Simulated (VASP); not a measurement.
# InP: GW quasiparticle gap, part 3 of 3

How does the gap of InP change from the starting functional to GW? The cell is of the zinc-blende type, one of the forms listed for this formula. The start is a cell from a database of measured crystal structures.

VASP 6.6.1, plane waves and PAW; the level of theory is named at each step.

So far, quasiparticle gap on the mesh (eV): step 4 (G0W0, ENCUTGW 100, bands in the sums 120) 1.22; step 6 (G0W0, ENCUTGW 140, bands in the sums 192) 1.23.

**8. G0W0, ENCUTGW 180, bands in the sums 280**

This step: G0W0 on PBE; plane waves and PAW (In_d_GW, P_GW) (VASP 6.6.1).

ENCUTGW rises to 180 eV and the bands with it, to about the number of plane waves under that cutoff.

Contents of INCAR:

```
SYSTEM = InP
PREC = Accurate
ENCUT = 330
ISMEAR = 0
SIGMA = 0.01
LREAL = .FALSE.
GGA = PE
NBANDS = 280
ALGO = EVGW0
NELMGW = 1
ENCUTGW = 180
NOMEGA = 48
PRECFOCK = Fast
NBANDSGW = 24
LWAVE = .FALSE.
LCHARG = .FALSE.
```

Contents of POSCAR:

```
InP
1.0
    0.0000000000      2.9343500000      2.9343500000
    2.9343500000      0.0000000000      2.9343500000
    2.9343500000      2.9343500000      0.0000000000
In P
1 1
Direct
    0.0000000000      0.0000000000      0.0000000000
    0.2500000000      0.2500000000      0.2500000000
```

Contents of KPOINTS:

```
Automatic mesh
0
Gamma
6 6 6
0 0 0
```

PAW data sets: In_d_GW and P_GW (PBE family, release 64).

Started as:

```sh
$ mpirun -np 8 vasp_std
```

Output:

```text
[banner, memory and clock lines left out]
running    8 mpi-ranks, on    1 nodes
[...]
[... a notice as in an earlier step ...]

|                                                                             |
|           W    W    AA    RRRRR   N    N  II  N    N   GGGG   !!!           |
|           W    W   A  A   R    R  NN   N  II  NN   N  G    G  !!!           |
|           W    W  A    A  R    R  N N  N  II  N N  N  G       !!!           |
|           W WW W  AAAAAA  RRRRR   N  N N  II  N  N N  G  GGG   !            |
|           WW  WW  A    A  R   R   N   NN  II  N   NN  G    G                |
|           W    W  A    A  R    R  N    N  II  N    N   GGGG   !!!           |
|                                                                             |
|     The default for ENCUTGWSOFT is different in this version of VASP.       |
|     please manually set ENCUTGWSOFT =180 in the INCAR file.                 |
|                                                                             |

[...]
total number of BLAS operations      17536.50 Gflops
NQ=  12   -0.3333    0.3333    0.0000,
|.........|.........|.........|.........|.........|.........|.........|.........
 performed      31024000 updates of chi_q(r,r)
 total number of BLAS operations      19207.63 Gflops
NQ=  13    0.5000    0.5000    0.0000,
|.........|.........|.........|.........|.........|.........|.........|.........
 performed      32695000 updates of chi_q(r,r)
 total number of BLAS operations      20301.66 Gflops
NQ=  14    0.5000    0.3333    0.1667,
|.........|.........|.........|.........|.........|.........|.........|.........
 performed      36436000 updates of chi_q(r,r)
 total number of BLAS operations      22548.92 Gflops
NQ=  15   -0.3333    0.3333    0.1667,
|.........|.........|.........|.........|.........|.........|.........|.........
 performed      39962000 updates of chi_q(r,r)
 total number of BLAS operations      24667.03 Gflops
NQ=  16   -0.3333    0.5000    0.1667,
|.........|.........|.........|.........|.........|.........|.........|.........
 performed      42883000 updates of chi_q(r,r)
 total number of BLAS operations      26421.89 Gflops
 resolving degeneracies of screened two electron integrals

 calculate QP shifts <psi_nk| G(iteration)W_0 |psi_nk>: iteration 1
 entering main loop
[key lines of the parts left out:]
E-fermi :   4.2241
```

Wall time 3.8 min (8 MPI ranks of Intel Xeon 6975P-C (Granite Rapids), shared host); peak memory 3.2 GiB.

OUTCAR, selected parts (step 8):

```text
 QP shifts <psi_nk| G(iteration)W_0 |psi_nk>: iteration 1
 for sc-GW calculations column KS-energies equals QP-energies in previous step
 and V_xc(KS)=  KS-energies - (<T + V_ion + V_H > + <T+V_H+V_ion>^1  + <V_x>^1)
 k-point   1 :       0.0000    0.0000    0.0000
  band No.  KS-energies  QP-energies   sigma(KS)   V_xc(KS)     V^pw_x(r,r')   Z            occupation Imag(sigma)
    ...
      6      -7.6119      -8.1002     -12.0995     -11.3002     -18.2697       0.6109       2.0000       0.6273
      7       3.8838       3.2706     -13.0621     -12.2344     -13.8222       0.7409       2.0000      -0.1652
      8       3.8838       3.2706     -13.0621     -12.2344     -13.8222       0.7409       2.0000      -0.1652
      9       3.8838       3.2706     -13.0621     -12.2344     -13.8222       0.7409       2.0000      -0.1652
     10       4.5643       4.5104     -10.9951     -10.9250      -7.2024       0.7678       0.0000      -0.2330
     11       7.9666       7.9940      -9.9610      -9.9972      -5.5472       0.7592       0.0000      -0.2323
     12       7.9666       7.9940      -9.9610      -9.9972      -5.5472       0.7592       0.0000      -0.2323
     13       7.9666       7.9940      -9.9610      -9.9972      -5.5472       0.7592       0.0000      -0.2323
    ...

[... 1 part as in an earlier step ...]

[... 2 further parts left out ...]
[key lines of the parts left out:]
E-fermi :   4.2241
```

The gap is now 1.240 eV, +7 meV against the GW run before. Spin-orbit coupling is left out.

**9. Empty bands**

This step: PBE; plane waves and PAW (In_d_GW, P_GW) (VASP 6.6.1).

The empty bands are made again, for the run that follows.

Contents of INCAR:

```
SYSTEM = InP
PREC = Accurate
ENCUT = 330
ISMEAR = 0
SIGMA = 0.01
LREAL = .FALSE.
GGA = PE
NBANDS = 376
ALGO = Exact
NELM = 1
LWAVE = .TRUE.
LCHARG = .FALSE.
LOPTICS = .TRUE.
NEDOS = 1000
CSHIFT = 0.1
```

POSCAR is that of step 8.

KPOINTS is that of step 8.

Started as:

```sh
$ mpirun -np 8 vasp_std
```

Output:

```text
[banner, memory and clock lines left out]
running    8 mpi-ranks, on    1 nodes
[...]
[... a notice as in an earlier step ...]

 LDA part: xc-table for (Slater+PW92), standard interpolation
 found WAVECAR, reading the header
  number of bands has changed, file:    15 present:   376
  trying to continue reading WAVECAR, but it might fail
 POSCAR, INCAR and KPOINTS ok, starting setup
[...]
reading WAVECAR
 random initialization beyond band           15
 the WAVECAR file was read successfully
 initial charge from wavefunction
 entering main loop
       N       E                     dE             d eps       ncg     rms          rms(c)
DIA:   1    -0.834527349042E+01   -0.83453E+01    0.00000E+00     0   0.000E+00
   1 F= -.83452735E+01 E0= -.83452735E+01  d E =-.506175E-40
 writing wavefunctions
 optical routines
 imaginary and real dielectric function
 recalculating local potential from charge density
 direction            1
 direction            2
 direction            3
```

The job ended after 4 s (8 MPI ranks; peak memory 1.1 GiB; 27 s of CPU time).

From OUTCAR (step 9):

```text
  Total        0.7270337      0.7270337      0.7270337      0.0000000      0.0000000      0.0000000
  in kB       23.0515113     23.0515113     23.0515113      0.0000000      0.0000000      0.0000000
  external PRESSURE =      23.0515113 kB  Pullay stress =       0.0000000 kB

  FREE ENERGIE OF THE ION-ELECTRON SYSTEM (eV)
  ---------------------------------------------------
  free  energy   TOTEN  =        -8.3452734904 eV

  energy  without entropy=       -8.3452734904  energy(sigma->0) =       -8.34527349

[... 2 parts as in an earlier step ...]

[... 2 further parts left out ...]
[key lines of the parts left out:]
E-fermi :   3.9751
```

WAVECAR now holds 376 bands for 18 electrons.

**10. G0W0, ENCUTGW 220, bands in the sums 376**

This step: G0W0 on PBE; plane waves and PAW (In_d_GW, P_GW) (VASP 6.6.1).

ENCUTGW rises to 220 eV and the bands with it, to about the number of plane waves under that cutoff.

Contents of INCAR:

```
SYSTEM = InP
PREC = Accurate
ENCUT = 330
ISMEAR = 0
SIGMA = 0.01
LREAL = .FALSE.
GGA = PE
NBANDS = 376
ALGO = EVGW0
NELMGW = 1
ENCUTGW = 220
NOMEGA = 48
PRECFOCK = Fast
NBANDSGW = 24
LWAVE = .FALSE.
LCHARG = .FALSE.
```

POSCAR is that of step 9.

KPOINTS is that of step 9.

Started as:

```sh
$ mpirun -np 8 vasp_std
```

Output:

```text
[banner, memory and clock lines left out]
running    8 mpi-ranks, on    1 nodes
[...]
[... a notice as in an earlier step ...]

|                                                                             |
|           W    W    AA    RRRRR   N    N  II  N    N   GGGG   !!!           |
|           W    W   A  A   R    R  NN   N  II  NN   N  G    G  !!!           |
|           W    W  A    A  R    R  N N  N  II  N N  N  G       !!!           |
|           W WW W  AAAAAA  RRRRR   N  N N  II  N  N N  G  GGG   !            |
|           WW  WW  A    A  R   R   N   NN  II  N   NN  G    G                |
|           W    W  A    A  R    R  N    N  II  N    N   GGGG   !!!           |
|                                                                             |
|     The default for ENCUTGWSOFT is different in this version of VASP.       |
|     please manually set ENCUTGWSOFT =220 in the INCAR file.                 |
|                                                                             |

[...]
total number of BLAS operations      41442.55 Gflops
NQ=  12   -0.3333    0.3333    0.0000,
|.........|.........|.........|.........|.........|.........|.........|.........
 performed      41806000 updates of chi_q(r,r)
 total number of BLAS operations      46039.81 Gflops
NQ=  13    0.5000    0.5000    0.0000,
|.........|.........|.........|.........|.........|.........|.........|.........
 performed      44063000 updates of chi_q(r,r)
 total number of BLAS operations      48758.16 Gflops
NQ=  14    0.5000    0.3333    0.1667,
|.........|.........|.........|.........|.........|.........|.........|.........
 performed      49099000 updates of chi_q(r,r)
 total number of BLAS operations      54454.47 Gflops
NQ=  15   -0.3333    0.3333    0.1667,
|.........|.........|.........|.........|.........|.........|.........|.........
 performed      53846000 updates of chi_q(r,r)
 total number of BLAS operations      60055.12 Gflops
NQ=  16   -0.3333    0.5000    0.1667,
|.........|.........|.........|.........|.........|.........|.........|.........
 performed      57781000 updates of chi_q(r,r)
 total number of BLAS operations      64459.05 Gflops
 resolving degeneracies of screened two electron integrals

 calculate QP shifts <psi_nk| G(iteration)W_0 |psi_nk>: iteration 1
 entering main loop
[key lines of the parts left out:]
E-fermi :   4.2241
```

Run time: 6.1 min. Hardware: 8 MPI ranks; peak memory 4.1 GiB.

From OUTCAR (step 10):

```text
 QP shifts <psi_nk| G(iteration)W_0 |psi_nk>: iteration 1
 for sc-GW calculations column KS-energies equals QP-energies in previous step
 and V_xc(KS)=  KS-energies - (<T + V_ion + V_H > + <T+V_H+V_ion>^1  + <V_x>^1)
 k-point   1 :       0.0000    0.0000    0.0000
  band No.  KS-energies  QP-energies   sigma(KS)   V_xc(KS)     V^pw_x(r,r')   Z            occupation Imag(sigma)
    ...
      6      -7.6119      -8.1382     -12.1608     -11.3002     -18.2697       0.6116       2.0000       0.6258
      7       3.8838       3.2144     -13.1385     -12.2344     -13.8222       0.7405       2.0000      -0.1528
      8       3.8838       3.2144     -13.1385     -12.2344     -13.8222       0.7405       2.0000      -0.1528
      9       3.8838       3.2144     -13.1385     -12.2344     -13.8222       0.7405       2.0000      -0.1528
     10       4.5643       4.4532     -11.0697     -10.9250      -7.2024       0.7679       0.0000      -0.2268
     11       7.9666       7.9580     -10.0085      -9.9972      -5.5472       0.7597       0.0000      -0.2145
     12       7.9666       7.9580     -10.0085      -9.9972      -5.5472       0.7597       0.0000      -0.2145
     13       7.9666       7.9580     -10.0085      -9.9972      -5.5472       0.7597       0.0000      -0.2145
    ...

[... 1 part as in an earlier step ...]

[... 2 further parts left out ...]
[key lines of the parts left out:]
E-fermi :   4.2241
```

The gap is now 1.239 eV, -1 meV against the GW run before. Spin-orbit coupling is left out.

**11. Summary**

This step: GW series: G0W0 on PBE; plane waves and PAW (VASP 6.6.1).

Derived from the runs above.

Numbers from this step:

| Quantity | Value |
| --- | --- |
| gap extrapolated to a complete basis | 1.247 eV |
| direct gap extrapolated to a complete basis | 1.247 eV |

Cost is wall time times ranks on a shared host, with the step that makes the empty bands. GW runs:

```csv
level,bands,ENCUTGW (eV),NOMEGA,k mesh,starting gap (eV),quasiparticle gap (eV),direct gap (eV),cost (core minutes)
G0W0,120,100,48,6x6x6,0.6805,1.218,1.218,12.83
G0W0,192,140,48,6x6x6,0.6805,1.233,1.233,18.45
G0W0,280,180,48,6x6x6,0.6805,1.24,1.24,30.85
G0W0,376,220,48,6x6x6,0.6805,1.239,1.239,49.21
```

**12. Summary of results**

| Item | Value |
| --- | --- |
| G0W0 on PBE, 376 bands, ENCUTGW 220 eV, NOMEGA 48, mesh 6×6×6 | 0.681 → 1.239 eV |
| G0W0 on PBE, 120 bands, ENCUTGW 100 eV, NOMEGA 48, mesh 6×6×6 | 0.681 → 1.218 eV |
| gap at a complete basis (linear in ENCUTGW^-3/2) | 1.25 eV |

In words: G0W0 gives a quasiparticle gap of 1.239 eV on the mesh, 0.56 eV over the PBE gap on the same mesh. On mesh and path the starting valence top lies at Γ and the conduction bottom at Γ, so the starting gap is direct. Both points lie on the GW mesh. The steps of the series move the gap by +15, +7, -1 meV; the last costs 1.6 times the one before. The last step lies within a tolerance of 30 meV, picked for this account, and the last two together move the gap by +6 meV. Extrapolated from the last three points to a complete basis, the gap is 1.25 eV, +8 meV from the dearest run; the last three points aren't monotonic, so this extrapolates their scatter. The extrapolation removes the error of the response basis alone, at this mesh, ENCUT and data set. In In_d_GW the d shell is in the valence without all the semicore s and p states of the same shell; those stay frozen in the core, and how far that moves the GW gap wasn't tested here. Spin-orbit coupling is left out; with In in the cell it can split or shift band edges, by an amount that depends on which atoms form them and isn't tested here. Not tabulated here, as repeats of values shown or as unfit to read for their mesh, reference level or band range: eps2 curves (empty bands); eps1 curves and static values (empty bands); gaps (empty bands).

[Lines on the potential files, build, host, timing and source positions are cut from VASP's logs without a mark.]

[Logs are printed without paths, hosts, clocks, repeated set-up lines and the standing remarks that a program may print on its own settings, such as how far it seeks lower states.]

[Hosts, paths, dates, database ids (printed as entryN), source tags and the programs' standing remarks are cut or masked in the printed files.]

[Pressures printed for these runs are not shown converged in the cutoff: they can be off by several GPa and have the wrong sign.]
